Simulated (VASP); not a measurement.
# Lattice vibrations of Mg, part 2 of 3

Aim: the phonon dispersion and thermal properties of Mg. The start is a computed cell from the Materials Project.

VASP 6.6.1; LDA; plane waves and PAW (Mg).

Still holding for the runs below: The k-mesh is coarse for a metal.

So far. Step 2 (Relax the host): The run ended after 3 ionic steps, 0.023 eV below its first step, once forces and stress met EDIFFG = -0.02. Step 3 (Tight relaxation): The run ended after 5 ionic steps, 0.001 eV below its first step, once forces and stress met EDIFFG = -0.002.

## 4. Force constants in the supercell

System of this step: Mg. The cell holds 48 atoms: 48 Mg. Its edges and angles: a = 11.438 Å, b = 11.438 Å, c = 31.622 Å, α = 147.1°, β = 147.1°, γ = 56.8°. It derives from Mg.

Each independent atom is moved by 0.015 Å both ways; the forces give the force constants out to half the supercell.

INCAR

```
SYSTEM = Mg
PREC = Accurate
ENCUT = 350
EDIFF = 1E-07
NELM = 120
ISMEAR = 1
SIGMA = 0.2
LREAL = Auto
ALGO = Fast
GGA = CA
NBANDS = 84
LWAVE = .FALSE.
LCHARG = .FALSE.
KPAR = 4
LASPH = .TRUE.
IBRION = 6
NSW = 1
NFREE = 2
POTIM = 0.015
ISIF = 0
ADDGRID = .TRUE.
```

POSCAR

```
Mg
1.0
   -4.7104537848      2.7195817606     10.0618645845
    4.7104537848     -2.7195817606     10.0618645845
    4.7104537848      8.1587452818    -30.1855937535
Mg
48
Direct
    0.5416666666      0.7083333333      0.1666666667
    0.0416666666      0.2083333333      0.1666666667
    0.0416666666      0.7083333333      0.3333333333
    0.5416666666      0.2083333333      0.3333333333
    0.5416666666      0.7083333333      0.5000000000
    0.0416666666      0.2083333333      0.5000000000
    0.0416666666      0.7083333333      0.6666666667
    0.5416666666      0.2083333333      0.6666666667
    0.5416666666      0.7083333333      0.8333333333
    0.0416666666      0.2083333333      0.8333333333
    0.0416666666      0.7083333333      0.0000000000
    0.5416666666      0.2083333333      0.0000000000
    0.2500000000      0.2500000000      0.0000000000
    0.7500000000      0.7500000000      0.0000000000
    0.7500000000      0.2500000000      0.1666666667
    0.2500000000      0.7500000000      0.1666666667
    0.2500000000      0.2500000000      0.3333333333
    0.7500000000      0.7500000000      0.3333333333
    0.7500000000      0.2500000000      0.5000000000
    0.2500000000      0.7500000000      0.5000000000
    0.2500000000      0.2500000000      0.6666666667
    0.7500000000      0.7500000000      0.6666666667
    0.7500000000      0.2500000000      0.8333333333
    0.2500000000      0.7500000000      0.8333333333
    0.4583333333      0.2916666666      0.1666666667
    0.9583333333      0.7916666666      0.1666666667
    0.9583333333      0.2916666666      0.3333333333
    0.4583333333      0.7916666666      0.3333333333
    0.4583333333      0.2916666666      0.5000000000
    0.9583333333      0.7916666666      0.5000000000
    0.9583333333      0.2916666666      0.6666666667
    0.4583333333      0.7916666666      0.6666666667
    0.4583333333      0.2916666666      0.8333333333
    0.9583333333      0.7916666666      0.8333333333
    0.9583333333      0.2916666666      0.0000000000
    0.4583333333      0.7916666666      0.0000000000
    0.0000000000      0.0000000000      0.0000000000
    0.5000000000      0.5000000000      0.0000000000
    0.5000000000      0.0000000000      0.1666666667
    0.0000000000      0.5000000000      0.1666666667
    0.0000000000      0.0000000000      0.3333333333
    0.5000000000      0.5000000000      0.3333333333
    0.5000000000      0.0000000000      0.5000000000
    0.0000000000      0.5000000000      0.5000000000
    0.0000000000      0.0000000000      0.6666666667
    0.5000000000      0.5000000000      0.6666666667
    0.5000000000      0.0000000000      0.8333333333
    0.0000000000      0.5000000000      0.8333333333
```

KPOINTS

```
Automatic mesh
0
Gamma
6 6 6
0 0 0
```

Potentials, in the order of the species: Mg (LDA family, release 64).

The run is started by

```console
> mpirun -np 4 vasp_std
```

The log of the run:

```text
[banner, memory and clock lines left out]
running    4 mpi-ranks, on    1 nodes
[...]
LDA part: xc-table for (Slater(with rela. corr.)+CA(PZ))
 , standard interpolation
 POSCAR, INCAR and KPOINTS ok, starting setup
[...]
entering main loop
       N       E                     dE             d eps       ncg     rms          rms(c)
DAV:   1     0.534362958690E+02    0.53436E+02   -0.22096E+04  7736   0.614E+02
DAV:   2    -0.798537866017E+02   -0.13329E+03   -0.12272E+03  8972   0.838E+01
DAV:   3    -0.869729629621E+02   -0.71192E+01   -0.67764E+01  9704   0.153E+01
DAV:   4    -0.870904271620E+02   -0.11746E+00   -0.11665E+00  9172   0.212E+00
[...]
RMM:  11    -0.865835045047E+02   -0.83685E-06   -0.91217E-06  7789   0.876E-03    0.193E-03
RMM:  12    -0.865835047242E+02   -0.21944E-06   -0.21115E-06  7661   0.397E-03    0.129E-03
RMM:  13    -0.865835047249E+02   -0.72873E-09   -0.55258E-07  6933   0.201E-03
   1 F= -.86583505E+02 E0= -.86585942E+02  d E =0.731131E-02
[... from here on, the cycles between the ionic steps are left out ...]
   2 F= -.86583187E+02 E0= -.86585626E+02  d E =0.731537E-02
   3 F= -.86583172E+02 E0= -.86585607E+02  d E =0.730419E-02
   4 F= -.86583143E+02 E0= -.86585579E+02  d E =0.730900E-02
   5 F= -.86583151E+02 E0= -.86585587E+02  d E =0.730903E-02
 Finite differences progress:
  Degree of freedom:   2/  4
  Displacement:        2/  2
  Total:               4/  8
[...]
N       E                     dE             d eps       ncg     rms          rms(c)
DAV:   1    -0.865831776378E+02   -0.27120E-04   -0.18924E-02 19180   0.361E-01    0.244E-02
RMM:   2    -0.865831757836E+02    0.18542E-05   -0.39170E-04 18816   0.520E-02    0.130E-02
RMM:   3    -0.865831774531E+02   -0.16694E-05   -0.55421E-05 18816   0.197E-02    0.643E-03
RMM:   4    -0.865831783327E+02   -0.87969E-06   -0.79941E-06 18819   0.784E-03    0.217E-03
RMM:   5    -0.865831784870E+02   -0.15421E-06   -0.13284E-06 18858   0.364E-03
```

Wall time 3.4 h (4 MPI ranks of AMD EPYC 7R43, shared host).

The run was stopped at its time limit, so it gives no result of its own.

## 5. Modes at the zone centre

System of this step: Mg. The structure is hexagonal, space group P6_3/mmc (No. 194). Conventional cell: a = 3.140 Å, b = 3.140 Å, c = 10.062 Å, α = 90.00°, β = 90.00°, γ = 120.00°. Nearest to Mg lie 12 Mg at 3.10 to 3.14 Å. Nearest to Mg lie 12 Mg at 3.10 to 3.14 Å.

INCAR: that of step 4 with these lines changed.

```diff
@@ -10,6 +10,5 @@
 GGA = CA
-NBANDS = 84
+NBANDS = 10
 LWAVE = .FALSE.
 LCHARG = .FALSE.
-KPAR = 4
 LASPH = .TRUE.
```

POSCAR

```
Mg
1.0
    3.1403025232      0.0000000000      0.0000000000
   -1.5701512616      2.7195817606      0.0000000000
    0.0000000000      0.0000000000     10.0618645845
Mg
4
Direct
    0.6666666667      0.3333333333      0.7500000000
    0.0000000000      0.0000000000      0.5000000000
    0.3333333333      0.6666666667      0.2500000000
    0.0000000000      0.0000000000      0.0000000000
```

KPOINTS

```
Automatic mesh
0
Gamma
8 8 3
0 0 0
```

The run is started by

```console
> mpirun -np 4 vasp_std
```

The log of the run:

```text
[banner, memory and clock lines left out]
running    4 mpi-ranks, on    1 nodes
 distrk:  each k-point on    4 cores,    1 groups
 distr:  one band on    1 cores,    4 groups

 POSCAR found type information on POSCAR Mg
 POSCAR found :  1 types and       4 ions
|                                                                             |
|               ----> ADVICE to this user running VASP <----                  |
|                                                                             |
|     You have a (more or less) 'small supercell' and for smaller cells       |
|     it is recommended to use the reciprocal-space projection scheme!        |
|     The real-space optimization is not efficient for small cells and it     |
|     is also less accurate ...                                               |
|     Therefore, set LREAL=.FALSE. in the INCAR file.                         |
|                                                                             |

 LDA part: xc-table for (Slater(with rela. corr.)+CA(PZ))
 , standard interpolation
|                                                                             |
|           W    W    AA    RRRRR   N    N  II  N    N   GGGG   !!!           |
|           W    W   A  A   R    R  NN   N  II  NN   N  G    G  !!!           |
|           W    W  A    A  R    R  N N  N  II  N N  N  G       !!!           |
|           W WW W  AAAAAA  RRRRR   N  N N  II  N  N N  G  GGG   !            |
|           WW  WW  A    A  R   R   N   NN  II  N   NN  G    G                |
|           W    W  A    A  R    R  N    N  II  N    N   GGGG   !!!           |
|                                                                             |
|     The number of bands has been changed from the values supplied in        |
|     The orbitals not found in the WAVECAR file will be initialized with     |
|     random numbers, which is usually adequate. For correlated               |
|     calculations, however, you should redo the groundstate calculation.     |
|     I found NBANDS = 10. Now, NBANDS = 12.                                  |
|                                                                             |

 POSCAR, INCAR and KPOINTS ok, starting setup
 FFT: planning ... GRIDC
 FFT: planning ... GRID_SOFT
 FFT: planning ... GRID
 WAVECAR not read
 entering main loop
       N       E                     dE             d eps       ncg     rms          rms(c)
DAV:   1     0.109890854701E+00    0.10989E+00   -0.20547E+03   480   0.343E+02
DAV:   2    -0.713493127863E+01   -0.72448E+01   -0.69367E+01   656   0.470E+01
DAV:   3    -0.731570446675E+01   -0.18077E+00   -0.18030E+00   656   0.567E+00
DAV:   4    -0.731645533420E+01   -0.75087E-03   -0.75081E-03   608   0.452E-01
DAV:   5    -0.731646132531E+01   -0.59911E-05   -0.59910E-05   656   0.382E-02    0.129E+00
RMM:   6    -0.729305329291E+01    0.23408E-01   -0.10835E-03   480   0.194E-01    0.819E-01
RMM:   7    -0.727483874955E+01    0.18215E-01   -0.39949E-03   480   0.378E-01    0.383E-02
RMM:   8    -0.727482476318E+01    0.13986E-04   -0.19007E-04   480   0.877E-02    0.759E-03
RMM:   9    -0.727482432786E+01    0.43532E-06   -0.13328E-05   480   0.247E-02    0.120E-03
RMM:  10    -0.727482449582E+01   -0.16796E-06   -0.22086E-06   480   0.939E-03    0.681E-04
RMM:  11    -0.727482453296E+01   -0.37133E-07   -0.42051E-07   452   0.437E-03
   1 F= -.72748245E+01 E0= -.72748544E+01  d E =0.897039E-04
 Found     4 degrees of freedom:
 Finite differences POTIM= 0.01500 DOF=   4
 bond charge predicted
       N       E                     dE             d eps       ncg     rms          rms(c)
DAV:   1    -0.727473581815E+01    0.88678E-04   -0.73472E-03  1848   0.484E-01    0.155E-02
RMM:   2    -0.727473937598E+01   -0.35578E-05   -0.19953E-05  1632   0.283E-02    0.984E-03
RMM:   3    -0.727474056155E+01   -0.11856E-05   -0.20969E-06  1632   0.969E-03    0.494E-04
RMM:   4    -0.727474058643E+01   -0.24875E-07   -0.28134E-07  1505   0.335E-03
   2 F= -.72747406E+01 E0= -.72747709E+01  d E =0.908747E-04
[...]
3 F= -.72747406E+01 E0= -.72747709E+01  d E =0.908707E-04
[...]
4 F= -.72744782E+01 E0= -.72745072E+01  d E =0.868067E-04
[...]
5 F= -.72744783E+01 E0= -.72745072E+01  d E =0.868065E-04
[...]
6 F= -.72747174E+01 E0= -.72747475E+01  d E =0.904623E-04
[...]
7 F= -.72747174E+01 E0= -.72747475E+01  d E =0.904621E-04
[...]
8 F= -.72744731E+01 E0= -.72745014E+01  d E =0.848118E-04
 Finite differences progress:
  Degree of freedom:   4/  4
  Displacement:        1/  2
  Total:               7/  8
 bond charge predicted
       N       E                     dE             d eps       ncg     rms          rms(c)
DAV:   1    -0.727471099549E+01   -0.23781E-03   -0.52431E-02   640   0.101E+00    0.489E-02
RMM:   2    -0.727448139025E+01    0.22961E-03   -0.67831E-04   600   0.144E-01    0.188E-02
RMM:   3    -0.727447283476E+01    0.85555E-05   -0.57048E-05   600   0.442E-02    0.101E-02
RMM:   4    -0.727447283973E+01   -0.49700E-08   -0.84264E-06   600   0.165E-02    0.405E-03
RMM:   5    -0.727447308282E+01   -0.24309E-06   -0.13877E-06   600   0.734E-03    0.474E-04
RMM:   6    -0.727447308100E+01    0.18232E-08   -0.20526E-07   539   0.291E-03
   9 F= -.72744731E+01 E0= -.72745014E+01  d E =0.848345E-04
 Finite differences progress:
  Degree of freedom:   4/  4
  Displacement:        2/  2
  Total:               8/  8
```

Elapsed: 36 s, on 4 MPI ranks; peak memory 0.55 GiB.

OUTCAR, selected parts (step 5):

```text
  LATTYP: Found a hexagonal cell.
 ALAT       =     3.1403025232
 C/A-ratio  =     3.2041067732

 Found     20 irreducible k-points:

   k-points           NKPTS =     20   k-points in BZ     NKDIM =     20   number of bands    NBANDS=     12

   ENCUT  =  350.0 eV  25.72 Ry    5.07 a.u.   4.79  4.79 15.35*2*pi/ulx,y,z

   NELECT =       8.0000    total number of electrons

 E-fermi :   2.8765

 k-point     1 :       0.0000    0.0000    0.0000
  band No.  band energies     occupation
      1      -4.3869      2.00000
      2      -2.9207      2.00000
      3      -2.8988      2.00000
      4       1.1326      2.00000
      5       1.6791      2.00000
      6       8.2328      0.00000
      7       8.2464      0.00000
      8      13.9856      0.00000
      9      13.9856      0.00000
     10      14.0602      0.00000
    ...

 k-point     2 :       0.1250   -0.0000    0.0000
  band No.  band energies     occupation
      1      -4.0690      2.00000
      2      -2.6079      2.00000
      3      -2.5860      2.00000
      4       1.4199      2.00000
      5       1.9858      2.00000
      6       8.4289      0.00000
      7       8.4790      0.00000
      8      10.4752      0.00000
      9      11.5554      0.00000
     10      11.6489      0.00000
    ...

  energy-cutoff  :      350.00
  volume of cell :       85.93
      direct lattice vectors                 reciprocal lattice vectors
     3.140302523  0.000000000  0.000000000     0.318440657  0.183851799  0.000000000
    -1.570151262  2.719581761  0.000000000     0.000000000  0.367703599  0.000000000
     0.000000000  0.000000000 10.061864585     0.000000000  0.000000000  0.099385158

 POSITION                                       TOTAL-FORCE (eV/Angst)
 -----------------------------------------------------------------------------------
      1.57015      0.90653      7.54640         0.000000     -0.000000     -0.020531
      0.00000      0.00000      5.01593        -0.000000      0.000000      0.046367
     -0.00000      1.81305      2.51547         0.000000      0.000000     -0.021543
      0.00000      0.00000      0.00000        -0.000000      0.000000     -0.004294
 -----------------------------------------------------------------------------------
    total drift:                               -0.000000      0.000000      0.000364

  FREE ENERGIE OF THE ION-ELECTRON SYSTEM (eV)
  ---------------------------------------------------
  free  energy   TOTEN  =        -7.2744730810 eV

  energy  without entropy=       -7.2745579155  energy(sigma->0) =       -7.27450136

 Eigenvectors and eigenvalues of the dynamical matrix
 ----------------------------------------------------

   1 f  =    7.501628 THz    47.134120 2PiTHz  250.227381 cm-1    31.024227 meV
             X         Y         Z           dx          dy          dz
      1.570151  0.906527  7.546398     0.000000   -0.000000   -0.499462
      0.000000  0.000000  5.030932    -0.000000    0.000000    0.500538
     -0.000000  1.813055  2.515466     0.000000   -0.000000   -0.499462
      0.000000  0.000000  0.000000    -0.000000    0.000000    0.500538

   2 f  =    5.880373 THz    36.947472 2PiTHz  196.148124 cm-1    24.319257 meV
             X         Y         Z           dx          dy          dz
      1.570151  0.906527  7.546398     0.000000   -0.000000   -0.707107
      0.000000  0.000000  5.030932     0.000000    0.000000   -0.000000
     -0.000000  1.813055  2.515466     0.000000    0.000000    0.707107
      0.000000  0.000000  0.000000    -0.000000   -0.000000    0.000000

   3 f  =    5.824840 THz    36.598552 2PiTHz  194.295764 cm-1    24.089594 meV
             X         Y         Z           dx          dy          dz
      1.570151  0.906527  7.546398     0.000000   -0.000000   -0.000000
      0.000000  0.000000  5.030932    -0.000000    0.000000    0.707107
     -0.000000  1.813055  2.515466     0.000000   -0.000000   -0.000000
      0.000000  0.000000  0.000000    -0.000000    0.000000   -0.707107

   4 f  =    4.054793 THz    25.477013 2PiTHz  135.253319 cm-1    16.769267 meV
             X         Y         Z           dx          dy          dz
      1.570151  0.906527  7.546398     0.495937    0.000001   -0.000000
      0.000000  0.000000  5.030932    -0.504030   -0.000001   -0.000000
     -0.000000  1.813055  2.515466     0.495937    0.000001   -0.000000
      0.000000  0.000000  0.000000    -0.504030   -0.000001   -0.000000

   5 f  =    4.054793 THz    25.477013 2PiTHz  135.253319 cm-1    16.769267 meV
             X         Y         Z           dx          dy          dz
      1.570151  0.906527  7.546398     0.000001   -0.495937   -0.000000
      0.000000  0.000000  5.030932    -0.000001    0.504030   -0.000000
     -0.000000  1.813055  2.515466     0.000001   -0.495937   -0.000000
      0.000000  0.000000  0.000000    -0.000001    0.504030   -0.000000

   6 f  =    3.081584 THz    19.362164 2PiTHz  102.790580 cm-1    12.744402 meV
             X         Y         Z           dx          dy          dz
      1.570151  0.906527  7.546398    -0.000000   -0.000000   -0.000000
      0.000000  0.000000  5.030932    -0.707107   -0.000005    0.000000
     -0.000000  1.813055  2.515466    -0.000000    0.000000   -0.000000
      0.000000  0.000000  0.000000     0.707107    0.000005   -0.000000

   7 f  =    3.081584 THz    19.362164 2PiTHz  102.790580 cm-1    12.744402 meV
             X         Y         Z           dx          dy          dz
      1.570151  0.906527  7.546398    -0.000000    0.000000   -0.000000
      0.000000  0.000000  5.030932     0.000005   -0.707107   -0.000000
     -0.000000  1.813055  2.515466     0.000000   -0.000000   -0.000000
      0.000000  0.000000  0.000000    -0.000005    0.707107   -0.000000

   8 f  =    2.745323 THz    17.249371 2PiTHz   91.574109 cm-1    11.353737 meV
             X         Y         Z           dx          dy          dz
      1.570151  0.906527  7.546398     0.707107   -0.000004   -0.000000
      0.000000  0.000000  5.030932    -0.000000   -0.000000    0.000000
     -0.000000  1.813055  2.515466    -0.707107    0.000004    0.000000
      0.000000  0.000000  0.000000    -0.000000    0.000000    0.000000

   9 f  =    2.745323 THz    17.249371 2PiTHz   91.574109 cm-1    11.353737 meV
             X         Y         Z           dx          dy          dz
      1.570151  0.906527  7.546398    -0.000004   -0.707107    0.000000
      0.000000  0.000000  5.030932     0.000000   -0.000000   -0.000000
     -0.000000  1.813055  2.515466     0.000004    0.707107   -0.000000
      0.000000  0.000000  0.000000    -0.000000    0.000000   -0.000000

  10 f/i=    0.008072 THz     0.050716 2PiTHz    0.269241 cm-1     0.033382 meV
             X         Y         Z           dx          dy          dz
      1.570151  0.906527  7.546398     0.000000    0.000000   -0.500538
      0.000000  0.000000  5.030932     0.000000    0.000000   -0.499462
     -0.000000  1.813055  2.515466     0.000000    0.000000   -0.500538
      0.000000  0.000000  0.000000     0.000000    0.000000   -0.499462

  11 f/i=    0.032816 THz     0.206192 2PiTHz    1.094638 cm-1     0.135718 meV
             X         Y         Z           dx          dy          dz
      1.570151  0.906527  7.546398     0.071029   -0.499000   -0.000000
      0.000000  0.000000  5.030932     0.069888   -0.490988   -0.000000
     -0.000000  1.813055  2.515466     0.071029   -0.499000   -0.000000
      0.000000  0.000000  0.000000     0.069888   -0.490988   -0.000000

  12 f/i=    0.032816 THz     0.206192 2PiTHz    1.094638 cm-1     0.135718 meV
             X         Y         Z           dx          dy          dz
      1.570151  0.906527  7.546398    -0.499000   -0.071029   -0.000000
      0.000000  0.000000  5.030932    -0.490988   -0.069888   -0.000000
     -0.000000  1.813055  2.515466    -0.499000   -0.071029   -0.000000
      0.000000  0.000000  0.000000    -0.490988   -0.069888   -0.000000

 ELASTIC MODULI CONTR FROM IONIC RELAXATION (kBar)
 Direction    XX          YY          ZZ          XY          YZ          ZX
 --------------------------------------------------------------------------------
 XX           0.0000      0.0000      0.0000      0.0000      0.0000      0.0000
 YY           0.0000      0.0000      0.0000      0.0000      0.0000      0.0000
 ZZ           0.0000      0.0000      0.0000      0.0000      0.0000      0.0000
 XY           0.0000      0.0000      0.0000      0.0000      0.0000      0.0000
 YZ           0.0000      0.0000      0.0000      0.0000      0.0000      0.0000
 ZX           0.0000      0.0000      0.0000      0.0000      0.0000      0.0000
 --------------------------------------------------------------------------------

[... 3 parts as in an earlier step ...]

[... 7 further parts left out ...]
```

CONTCAR:

```
Mg
   1.00000000000000
     3.1403025231999999    0.0000000000000000    0.0000000000000000
    -1.5701512616000000    2.7195817606000001    0.0000000000000000
     0.0000000000000000    0.0000000000000000   10.0618645845000003
  Mg
     4
Direct
     0.6666666667000030    0.3333333332999970    0.7500000000000000
     0.0000000000000000    0.0000000000000000    0.4985092226322439
     0.3333333332999970    0.6666666667000030    0.2500000000000000
     0.0000000000000000    0.0000000000000000    0.0000000000000000
```

The last energy, forces, stress and levels in OUTCAR belong to the last displaced cell, not to the cell of POSCAR.

Modes at Γ:

| mode | frequency (cm⁻¹) | symmetry |
| --- | --- | --- |
| 1 | -1.1 | acoustic |
| 2 | -1.1 | acoustic |
| 3 | -0.3 | acoustic |
| 4 | 91.6 | E2g |
| 5 | 91.6 | E2g |
| 6 | 102.8 | E2u |
| 7 | 102.8 | E2u |
| 8 | 135.3 | E1u |
| 9 | 135.3 | E1u |
| 10 | 194.3 | Bu |
| 11 | 196.1 | Bg |
| 12 | 250.2 | A2u |

Displacements in mode 4 (91.6 cm⁻¹), the largest set to 1:
```
Mg1  0.00 -1.00  0.00
Mg2  0.00  0.00  0.00
Mg3  0.00  1.00  0.00
Mg4  0.00  0.00  0.00
```

Displacements in mode 12 (250.2 cm⁻¹), the largest set to 1:
```
Mg1  0.00  0.00 -1.00
Mg2  0.00  0.00  1.00
Mg3  0.00  0.00 -1.00
Mg4  0.00  0.00  1.00
```

[end of part 2 of 3]

[Lines on the potential files, build, host, timing and source positions are cut from VASP's logs without a mark.]

[Logs are printed without paths, hosts, clocks, repeated set-up lines and the standing remarks that a program may print on its own settings, such as how far it seeks lower states.]

[Hosts, paths, dates, database ids (printed as entryN), source tags and the programs' standing remarks are cut or masked in the printed files.]

[Runs that stopped without an error message from VASP are left out.]
